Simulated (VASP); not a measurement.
# Bi2Se3 (Paraguanajuatite): phonons from a supercell, part 2 of 2

How does the lattice of Bi2Se3 (Paraguanajuatite) vibrate? The start is a cell from a database of measured crystal structures.

VASP 6.6.1; PBEsol; plane waves and PAW (Bi, Se).

So far. Step 2 (Relax the host): The run ended after 5 ionic steps, 0.007 eV below its first step, once forces and stress met EDIFFG = -0.02. The relaxed cell has a = 4.129, c = 28.548 Å (conventional setting).

### 3. Tight relaxation

Force constants are second derivatives, so residual forces and stress must first be far smaller than in an ordinary relaxation. Smearing and mesh differ from the relaxation before, which can move the cell too.

Input file INCAR:

```
SYSTEM = Bi2Se3
PREC = Accurate
ENCUT = 350
EDIFF = 1E-08
NELM = 120
ISMEAR = 1
SIGMA = 0.2
LREAL = .FALSE.
ALGO = Fast
GGA = PS
NBANDS = 20
LORBIT = 11
LWAVE = .FALSE.
LCHARG = .FALSE.
KPAR = 4
IBRION = 1
NSW = 30
ISIF = 3
EDIFFG = -0.002
POTIM = 0.4
```

Input file POSCAR:

```
Bi2Se3
1.0
    2.0646137793      1.1920053212      9.5160915469
   -2.0646137793      1.1920053212      9.5160915469
    0.0000000000     -2.3840106425      9.5160915469
Bi Se
2 3
Direct
    0.5998736899      0.5998736899      0.5998736899
    0.4001263101      0.4001263101      0.4001263101
    0.7886480961      0.7886480961      0.7886480961
    0.2113519039      0.2113519039      0.2113519039
    0.0000000000      0.0000000000      0.0000000000
```

Input file KPOINTS:

```
Automatic mesh
0
Gamma
9 9 9
0 0 0
```

PAW data sets: Bi and Se (PBE family, release 64).

On the command line:

```bash
mpirun -np 4 vasp_std
```

The log of the run:

```text
[banner, memory and clock lines left out]
running    4 mpi-ranks, on    1 nodes
 distrk:  each k-point on    1 cores,    4 groups
 distr:  one band on    1 cores,    1 groups

 POSCAR found type information on POSCAR BiSe
 POSCAR found :  2 types and       5 ions
 [... a notice as in an earlier step ...]

 LDA part: xc-table for (Slater+PW92), standard interpolation
 POSCAR, INCAR and KPOINTS ok, starting setup
 FFT: planning ... GRIDC
 FFT: planning ... GRID_SOFT
 FFT: planning ... GRID
 WAVECAR not read
 entering main loop
       N       E                     dE             d eps       ncg     rms          rms(c)
DAV:   1     0.106337648120E+03    0.10634E+03   -0.86499E+03  3400   0.841E+02
DAV:   2    -0.132584162803E+02   -0.11960E+03   -0.11600E+03  4672   0.153E+02
DAV:   3    -0.225497521553E+02   -0.92913E+01   -0.91858E+01  4020   0.468E+01
DAV:   4    -0.227617551640E+02   -0.21200E+00   -0.21148E+00  4804   0.741E+00
DAV:   5    -0.227642456332E+02   -0.24905E-02   -0.24897E-02  4116   0.717E-01    0.663E+00
RMM:   6    -0.220605008636E+02    0.70374E+00   -0.11030E+00  3400   0.371E+00    0.388E+00
RMM:   7    -0.220440387678E+02    0.16462E-01   -0.23831E-01  3407   0.191E+00    0.204E+00
RMM:   8    -0.220410295194E+02    0.30092E-02   -0.25448E-02  3432   0.804E-01    0.386E-01
RMM:   9    -0.220413138642E+02   -0.28434E-03   -0.60268E-03  3539   0.372E-01    0.170E-01
RMM:  10    -0.220414004352E+02   -0.86571E-04   -0.11659E-03  3904   0.147E-01    0.155E-01
RMM:  11    -0.220413560740E+02    0.44361E-04   -0.30531E-04  3400   0.842E-02    0.470E-02
RMM:  12    -0.220413435407E+02    0.12533E-04   -0.57285E-05  3468   0.381E-02    0.216E-02
RMM:  13    -0.220413439069E+02   -0.36622E-06   -0.13448E-05  3650   0.169E-02    0.956E-03
RMM:  14    -0.220413441216E+02   -0.21467E-06   -0.24026E-06  3663   0.701E-03    0.633E-03
RMM:  15    -0.220413442940E+02   -0.17239E-06   -0.69187E-07  3716   0.358E-03    0.251E-03
RMM:  16    -0.220413444056E+02   -0.11161E-06   -0.17850E-07  3656   0.186E-03    0.112E-03
RMM:  17    -0.220413444639E+02   -0.58302E-07   -0.45281E-08  2562   0.923E-04    0.403E-04
RMM:  18    -0.220413445070E+02   -0.43108E-07   -0.14398E-08  2244   0.600E-04    0.173E-04
RMM:  19    -0.220413445006E+02    0.63860E-08   -0.36365E-09  2158   0.326E-04
   1 F= -.22041345E+02 E0= -.22041894E+02  d E =-.220413E+02
 BRION: g(F)=  0.121E-03 g(S)=  0.101E-03
 bond charge predicted
       N       E                     dE             d eps       ncg     rms          rms(c)
DAV:   1    -0.220416629573E+02   -0.31845E-03   -0.52759E-03  3944   0.352E-01    0.658E-02
RMM:   2    -0.220415271499E+02    0.13581E-03   -0.30090E-04  3400   0.844E-02    0.291E-02
RMM:   3    -0.220414919998E+02    0.35150E-04   -0.10895E-04  3401   0.499E-02    0.875E-03
RMM:   4    -0.220414888062E+02    0.31936E-05   -0.13586E-05  3409   0.196E-02    0.636E-03
RMM:   5    -0.220414885704E+02    0.23580E-06   -0.30369E-06  3455   0.826E-03    0.374E-03
RMM:   6    -0.220414886916E+02   -0.12125E-06   -0.13036E-06  3554   0.510E-03    0.117E-03
RMM:   7    -0.220414887717E+02   -0.80074E-07   -0.28618E-07  3699   0.227E-03    0.115E-03
RMM:   8    -0.220414887697E+02    0.19711E-08   -0.19640E-08  2354   0.767E-04
   2 F= -.22041489E+02 E0= -.22042042E+02  d E =-.144269E-03
[...]
3 F= -.22041524E+02 E0= -.22042079E+02  d E =-.356508E-04
[...]
4 F= -.22041534E+02 E0= -.22042088E+02  d E =-.927471E-05
[...]
5 F= -.22041541E+02 E0= -.22042097E+02  d E =-.741182E-05
 BRION: g(F)=  0.720E-06 g(S)=  0.326E-07 retain N=  1 mean eig= 1.11
 eig:   1.107
 bond charge predicted
       N       E                     dE             d eps       ncg     rms          rms(c)
DAV:   1    -0.220415419697E+02   -0.87165E-06   -0.12839E-05  3864   0.183E-02    0.150E-03
RMM:   2    -0.220415419509E+02    0.18789E-07   -0.89913E-07  3401   0.483E-03    0.872E-04
RMM:   3    -0.220415419226E+02    0.28274E-07   -0.10162E-07  3425   0.172E-03    0.469E-04
RMM:   4    -0.220415418990E+02    0.23680E-07   -0.22870E-08  2351   0.751E-04    0.197E-04
RMM:   5    -0.220415418916E+02    0.73392E-08   -0.51738E-09  2145   0.347E-04
   6 F= -.22041542E+02 E0= -.22042097E+02  d E =-.784549E-06
 BRION: g(F)=  0.374E-06 g(S)=  0.150E-07 retain N=  1 mean eig= 0.12
 eig:   0.120
 reached required accuracy - stopping structural energy minimisation
```

It took 4.3 min on 4 MPI ranks of Intel Xeon 6975P-C (Granite Rapids), shared host; peak memory 2.4 GiB; 17 min of CPU time.

Parts of OUTCAR (step 3):

```text
  LATTYP: Found a trigonal (rhomboedric) cell.
 ALAT       =     9.8101735496
 COS(alpha) =     0.9114162099

The static configuration has the point symmetry D_3d.

 Found     85 irreducible k-points:

   k-points           NKPTS =     85   k-points in BZ     NKDIM =     85   number of bands    NBANDS=     20

   ENCUT  =  350.0 eV  25.72 Ry    5.07 a.u.  14.96 14.96 14.96*2*pi/ulx,y,z

   NELECT =      28.0000    total number of electrons

 E-fermi :   4.3161

 k-point     1 :       0.0000    0.0000    0.0000
  band No.  band energies     occupation
    ...
      9       2.4647      2.00000
     10       2.5346      2.00000
     11       2.5346      2.00000
     12       3.1541      2.00000
     13       3.1541      2.00000
     14       4.3987      0.36289
     15       4.5014     -0.03134
     16       5.7079     -0.00000
     17       5.7079     -0.00000
     18       6.4737     -0.00000
    ...

 k-point     2 :       0.1111    0.0000    0.0000
  band No.  band energies     occupation
    ...
     10       2.6823      2.00000
     11       2.9561      2.00000
     12       2.9807      2.00000
     13       3.3143      2.00000
     14       3.7213      2.00022
     15       5.3561     -0.00000
     16       6.0809     -0.00000
     17       6.1105     -0.00000
     18       6.5503     -0.00000
     19       7.0683     -0.00000
    ...

  Total        0.0001896      0.0001896     -0.0013703      0.0000000      0.0000000      0.0000000
  in kB        0.0021585      0.0021585     -0.0155967      0.0000000      0.0000000      0.0000000
  external PRESSURE =      -0.0037599 kB  Pullay stress =       0.0000000 kB

  energy-cutoff  :      350.00
  volume of cell :      140.76
      direct lattice vectors                 reciprocal lattice vectors
     2.065917762  1.192758176  9.520646438     0.242023187  0.139732152  0.035011628
    -2.065917762  1.192758176  9.520646438    -0.242023187  0.139732152  0.035011628
     0.000000000 -2.385516353  9.520646438     0.000000000 -0.279464304  0.035011628

 POSITION                                       TOTAL-FORCE (eV/Angst)
 -----------------------------------------------------------------------------------
      0.00000     -0.00000     17.13025         0.000000      0.000000     -0.001679
      0.00000     -0.00000     11.43169         0.000000     -0.000000      0.001679
      0.00000     -0.00000     22.52433         0.000000     -0.000000      0.001422
      0.00000     -0.00000      6.03761         0.000000      0.000000     -0.001422
     -0.00000     -0.00000     -0.00000         0.000000      0.000000      0.000000
 -----------------------------------------------------------------------------------
    total drift:                                0.000000      0.000000     -0.000000

  FREE ENERGIE OF THE ION-ELECTRON SYSTEM (eV)
  ---------------------------------------------------
  free  energy   TOTEN  =       -22.0415418916 eV

  energy  without entropy=      -22.0432083641  energy(sigma->0) =      -22.04209738

 total charge
# of ion       s       p       d       tot
------------------------------------------
    1        1.817   1.550   0.155   3.521
    2        1.817   1.550   0.155   3.521
    3        1.494   2.248   0.023   3.765
    4        1.494   2.248   0.023   3.765
    5        1.475   2.310   0.022   3.807
--------------------------------------------------
tot          8.096   9.906   0.378  18.379

[... 3 parts as in an earlier step ...]

[... 7 further parts left out ...]
```

Little changed from the start: no atom moved by 0.005 Å and no cell edge by 0.1 %.

Numbers from this step:

* electronic cycles: 51
* free energy (TOTEN): -22.04 eV
* energy at zero smearing: -22.04 eV
* Fermi energy: 4.316 eV
* pressure: -3.76e-4 GPa

The run ended after 6 ionic steps, 0.000 eV below its first step, once forces and stress met EDIFFG = -0.002.

A spacing of under 0.3 eV between levels on this mesh is not given as a gap, since the run was smeared as a metal.

### 4. Force constants in the supercell

System of this step: Bi2Se3 (Paraguanajuatite). It takes space group R-3m (No. 166, trigonal). The conventional cell has a = 4.132 Å, b = 4.132 Å, c = 28.562 Å, α = 90.00°, β = 90.00°, γ = 120.00°. Nearest to Bi lie 6 Se at 2.86 to 3.06 Å. Nearest to Se lie 3 Bi at 2.86 Å. Nearest to Se lie 6 Bi at 3.06 Å. Farther neighbours and most contacts between anions are not listed.

Each independent atom is moved by 0.015 Å both ways; the forces give the force constants out to half the supercell.

Input file INCAR:

```
SYSTEM = Bi2Se3
PREC = Accurate
ENCUT = 350
EDIFF = 1E-07
NELM = 120
ISMEAR = 1
SIGMA = 0.2
LREAL = .FALSE.
ALGO = Fast
GGA = PS
NBANDS = 108
LWAVE = .FALSE.
LCHARG = .FALSE.
KPAR = 4
IBRION = 6
NSW = 1
NFREE = 2
POTIM = 0.015
ISIF = 0
ADDGRID = .TRUE.
```

Input file POSCAR:

```
Bi2Se3
1.0
    2.0659177624      3.5782745286     28.5619393152
   -2.0659177624      1.1927581762      9.5206464384
    0.0000000000     -7.1565490575     28.5619393152
Bi Se
12 18
Direct
    0.2998789354      0.2998789354      0.1999192903
    0.2998789354      0.2998789354      0.5332526236
    0.2998789354      0.2998789354      0.8665859569
    0.7998789354      0.7998789354      0.1999192903
    0.7998789354      0.7998789354      0.5332526236
    0.7998789354      0.7998789354      0.8665859569
    0.2001210646      0.2001210646      0.1334140431
    0.2001210646      0.2001210646      0.4667473764
    0.2001210646      0.2001210646      0.8000807097
    0.7001210646      0.7001210646      0.1334140431
    0.7001210646      0.7001210646      0.4667473764
    0.7001210646      0.7001210646      0.8000807097
    0.3943066956      0.3943066955      0.2628711304
    0.3943066955      0.3943066955      0.5962044637
    0.3943066955      0.3943066956      0.9295377970
    0.8943066956      0.8943066956      0.2628711304
    0.8943066955      0.8943066956      0.5962044637
    0.8943066956      0.8943066956      0.9295377970
    0.1056933045      0.1056933044      0.0704622030
    0.1056933045      0.1056933044      0.4037955363
    0.1056933044      0.1056933044      0.7371288696
    0.6056933044      0.6056933044      0.0704622030
    0.6056933044      0.6056933044      0.4037955363
    0.6056933044      0.6056933044      0.7371288696
    0.0000000000      0.0000000000      0.0000000000
    0.0000000000      0.0000000000      0.3333333333
    0.0000000000      0.0000000000      0.6666666667
    0.5000000000      0.5000000000      0.0000000000
    0.5000000000      0.5000000000      0.3333333333
    0.5000000000      0.5000000000      0.6666666667
```

Input file KPOINTS:

```
Automatic mesh
0
Gamma
5 11 3
0 0 0
```

On the command line:

```bash
mpirun -np 4 vasp_std
```

The log of the run:

```text
[banner, memory and clock lines left out]
running    4 mpi-ranks, on    1 nodes
[...]
|                                                                             |
|               ----> ADVICE to this user running VASP <----                  |
|                                                                             |
|     You have a (more or less) 'large supercell' and for larger cells it     |
|     might be more efficient to use real-space projection operators.         |
|     Therefore, try LREAL= Auto in the INCAR file.                           |
|     Mind: For very accurate calculation, you might also keep the            |
|     reciprocal projection scheme (i.e. LREAL=.FALSE.).                      |
|                                                                             |

 [... a notice as in an earlier step ...]

 LDA part: xc-table for (Slater+PW92), standard interpolation
 POSCAR, INCAR and KPOINTS ok, starting setup
[...]
entering main loop
       N       E                     dE             d eps       ncg     rms          rms(c)
DAV:   1     0.753647891887E+03    0.75365E+03   -0.51010E+04 17928   0.937E+02
DAV:   2    -0.490926931730E+02   -0.80274E+03   -0.77140E+03 22312   0.177E+02
DAV:   3    -0.133430598932E+03   -0.84338E+02   -0.82892E+02 21232   0.614E+01
DAV:   4    -0.136525557405E+03   -0.30950E+01   -0.30733E+01 25240   0.117E+01
[...]
RMM:  19    -0.132241048028E+03    0.51205E-04   -0.18823E-05 19830   0.655E-03    0.933E-02
RMM:  20    -0.132240912116E+03    0.13591E-03   -0.11188E-04 24880   0.150E-02    0.587E-02
RMM:  21    -0.132240814605E+03    0.97512E-04   -0.43626E-04 30818   0.294E-02    0.169E-02
```

It took 3.1 h on 4 MPI ranks.

The run was stopped at its time limit, so it gives no result of its own.

### 5. Outcome

```json
{"result": "none"}
```

What this shows: The session ends without its result: «force constants in the supercell» met its time limit.

[Lines on the potential files, build, host, timing and source positions are cut from VASP's logs without a mark.]

[Logs are printed without paths, hosts, clocks, repeated set-up lines and the standing remarks that a program may print on its own settings, such as how far it seeks lower states.]

[Hosts, paths, dates, database ids (printed as entryN), source tags and the programs' standing remarks are cut or masked in the printed files.]

[Runs that stopped without an error message from VASP are left out.]
